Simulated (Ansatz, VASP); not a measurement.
# Cross-check of As (arsenene bilayer, AB) between VASP and Ansatz, part 2 of 2

Wanted: the spread between two codes on one cell, functional and k mesh. Of the first pair: The structure shown is the start of the Ansatz relaxation below; VASP solves that cell, so the two are compared at the walk's first step.

VASP 6.6.1 and Ansatz 0.2.0.

So far. Step 4 (Comparison): The forces differ by 47 meV/Å r.m.s., which is 59.9 % of the r.m.s. force of 0.079 eV/Å (both taken over all components). With vacuum in the cell, a pressure given here is an average over mostly empty space and none of the material.

## (6) Ansatz: relaxation, PBE with D3(BJ)

Level of this step: Ansatz beside VASP: Kohn-Sham DFT, plane waves, PBE with D3(BJ) (Ansatz).

This run makes the geometry at which the two programs are then compared.

The structure compared here is the end of the Ansatz relaxation.

input.yaml

```yaml
crystal:
  lattice:
    - [3.61, 0.0, 0.0]
    - [-1.805, 3.1263517077, 0.0]
    - [0.0, 0.0, 42.6000000002]
  atoms:
    - { symbol: As, position: [0.6666666667, 0.3333333333, 0.4319248826] }
    - { symbol: As, position: [0.3333333333, 0.6666666667, 0.4647887324] }
    - { symbol: As, position: [0.0, 0.0, 0.5352112676] }
    - { symbol: As, position: [0.6666666667, 0.3333333333, 0.5680751174] }
  periodic: [true, true, false]
kpoints:
  mp_grid: { grid: [12, 12, 1] }
hamiltonian:
  xc: pbe
  dispersion: d3bj
scf:
  occupations: { method: fermi_dirac, width: 0.05 }
  convergence: { dr2_threshold: 1.0e-09 }
relax:
  f_tol: 0.004
  max_steps: 90
  cell: {}
output:
  write_potential: true
  write_density: true
  volumetric_format: npy
```

Run with:

```console
> ansatz run input.yaml --threads 4 --pin off --max-ram 12288MiB --backend cpu --events-out ev --progress --plain --runs-dir out
```

Numbers of over 12 decimals in the logs are rounded to 6 here.

What it wrote:

```text
[...]
Crystal: 4 atoms, lattice volume = 480.789 Å³
Basis set: ecut = 420 eV, 9287 PW (Γ), exchange–correlation on 50×50×576 points (8 copies of the dense FFT grid, shifted against one another)
Bands: 36, of which v1, the nominal top of the filled ones, is band 30 counted from 1 (29 counted from 0)
Symmetry: 12 space group operations
[...]
--- Relaxed structure (7 steps of the walk, 6 accepted, 1 SCFs on fresh bases) ---
[...]
cell:  # Å, volume = 496.6934 Å³
    - [3.669223, 0.0, 0]
    - [-1.834611, 3.177640, 0]
    - [0, 0, 42.6000000002]
  atoms:
    - { symbol: As, position: [0.666667, 0.333333, 0.442200] }
    - { symbol: As, position: [0.333333, 0.666667, 0.473787] }
    - { symbol: As, position: [2.312964634097213e-18, 1.387778780943004e-17, 0.526213] }
    - { symbol: As, position: [0.666667, 0.333333, 0.557800] }
[key lines of the parts left out:]
SCF converged after 5 iterations
Free energy (F): -19425.659508 eV
Fermi energy:    -4.144359 eV
P = ½ c Tr σ = 0.0235 N/m
```

## (7) VASP: single point, PBE with D3(BJ), relaxed cell, pair 2

The same cell, functional, mesh and smearing now go to VASP, with its own data sets.

INCAR

```
SYSTEM = As
PREC = Accurate
ENCUT = 400
EDIFF = 1E-06
NELM = 120
ISMEAR = -1
SIGMA = 0.05
LREAL = .FALSE.
ALGO = Normal
GGA = PE
IVDW = 12
NBANDS = 16
LORBIT = 11
LWAVE = .FALSE.
LCHARG = .FALSE.
ISIF = 2
LDIPOL = .TRUE.
IDIPOL = 3
DIPOL = 0.5 0.5 0.5
LVHAR = .TRUE.
LASPH = .TRUE.
GGA_COMPAT = .FALSE.
EFERMI = MIDGAP
NELMDL = -8
KPAR = 2
```

POSCAR

```
As
1.0
    3.6692226213      0.0000000000      0.0000000000
   -1.8346113107      3.1776400022      0.0000000000
    0.0000000000      0.0000000000     42.6000000002
As
4
Direct
    0.6666666667      0.3333333333      0.4422001544
    0.3333333334      0.6666666666      0.4737867085
    0.0000000000      1.0000000000      0.5262132915
    0.6666666667      0.3333333333      0.5577998456
```

KPOINTS

```
Automatic mesh
0
Gamma
12 12 1
0 0 0
```

Potentials, in the order of the species: As (PBE family, release 64).

Run with:

```console
> mpirun -np 2 vasp_std
```

What it wrote:

```text
[... set-up lines as in an earlier step ...]
 entering main loop
       N       E                     dE             d eps       ncg     rms          rms(c)
DAV:   1     0.136665457511E+03    0.13667E+03   -0.49552E+03   616   0.666E+02
DAV:   2    -0.203670917974E+01   -0.13870E+03   -0.13018E+03  1008   0.128E+02
DAV:   3    -0.182842663745E+02   -0.16248E+02   -0.16188E+02   864   0.584E+01
DAV:   4    -0.186442472888E+02   -0.35998E+00   -0.35938E+00   904   0.109E+01
[...]
DAV:  21    -0.185741851603E+02   -0.28556E-05   -0.33400E-08   656   0.469E-04    0.130E-04
DAV:  22    -0.185741866205E+02   -0.14601E-05   -0.29212E-08   600   0.354E-04    0.118E-04
DAV:  23    -0.185741872642E+02   -0.64371E-06   -0.70496E-09   536   0.183E-04
   1 F= -.19791391E+02 E0= -.19788296E+02  d E =-.619102E-02
```

OUTCAR, selected parts (step 7):

```text
 Edisp (eV)   -1.21720

  Total       0.17196     0.17196     0.15099    -0.00000     0.00000     0.00000
  in kB       0.55469     0.55469     0.48706    -0.00000     0.00000     0.00000
  external pressure =        0.53 kB  Pullay stress =        0.00 kB

 POSITION                                       TOTAL-FORCE (eV/Angst)
 -----------------------------------------------------------------------------------
      1.83461      1.05921     18.83773         0.000000     -0.000000     -0.067348
      0.00000      2.11843     20.18331        -0.000000      0.000000      0.075005
      0.00000      0.00000     22.41669         0.000000     -0.000000     -0.075005
      1.83461      1.05921     23.76227        -0.000000      0.000000      0.067348
 -----------------------------------------------------------------------------------
    total drift:                               -0.000000      0.000000      0.000000

  FREE ENERGIE OF THE ION-ELECTRON SYSTEM (eV)
  ---------------------------------------------------
  free  energy   TOTEN  =       -19.7913913313 eV

  energy  without entropy=      -19.7852003118  energy(sigma->0) =      -19.78829582

[... 1 part as in an earlier step ...]

[... 2 further parts left out ...]
[key lines of the parts left out:]
E-fermi :  -2.4504
```

## (8) Side by side

What differs besides the data sets and the points named for the pairs above, as far as they apply: the data sets hold 60 valence electrons in Ansatz (on its default PAW (the set named soft_2) files) and 20 in VASP. Total energies have different zeros and are not compared.

The two programs side by side:

| quantity | Ansatz | VASP | difference |
| --- | --- | --- | --- |
| gap on the k mesh (eV) | 0.172 | 0.155 | +0.018 |

Forces (eV/Å; atoms numbered as in POSCAR):

| atom | Ansatz x, y, z | VASP x, y, z |
| --- | --- | --- |
| As1 | 0.000, 0.000, 0.000 | 0.000, 0.000, -0.067 |
| As2 | 0.000, 0.000, 0.000 | 0.000, 0.000, 0.075 |
| As3 | 0.000, 0.000, 0.000 | 0.000, 0.000, -0.075 |
| As4 | 0.000, 0.000, 0.000 | 0.000, 0.000, 0.067 |

The forces differ by 41 meV/Å r.m.s., where the r.m.s. force is 0.000 eV/Å in Ansatz and 0.041 eV/Å in VASP: the atoms lie near their places of rest in Ansatz, so a percentage would say little (all taken over all components). A gap on the mesh is an upper bound, since the band edges may lie between its points. With vacuum in the cell, a pressure given here is an average over mostly empty space and none of the material.

## (9) What came out

```
r.m.s. force difference (single point, PBE with D3(BJ), start cell, pair 1)   : 47 meV/Å
r.m.s. force difference (single point, PBE with D3(BJ), relaxed cell, pair 2) : 41 meV/Å
```

**Reading.** The r.m.s. force difference is 47 meV/Å (single point, PBE with D3(BJ), start cell, pair 1), beyond the 12 meV/Å picked in this series as the mark of a large difference. The data sets hold unlike numbers of valence electrons (60 in Ansatz and 20 in VASP), so part of the differences comes from the potentials. Single point, PBE with D3(BJ), start cell, pair 1, VASP with the data sets As_d and a cutoff of 520 eV: r.m.s. force difference goes from 47 to 14 meV/Å. What causes the difference of the single point, PBE with D3(BJ), relaxed cell, pair 2 pair stays open here. Such differences can come from data sets, numerical settings and the points named under the comparisons, not from the functional's error against experiment.

[Lines on the potential files, build, host, timing and source positions are cut from VASP's logs without a mark.]

[Logs are printed without paths, hosts, clocks, repeated set-up lines and the standing remarks that a program may print on its own settings, such as how far it seeks lower states.]

[Hosts, paths, dates, database ids (printed as entryN), source tags and the programs' standing remarks are cut or masked in the printed files.]
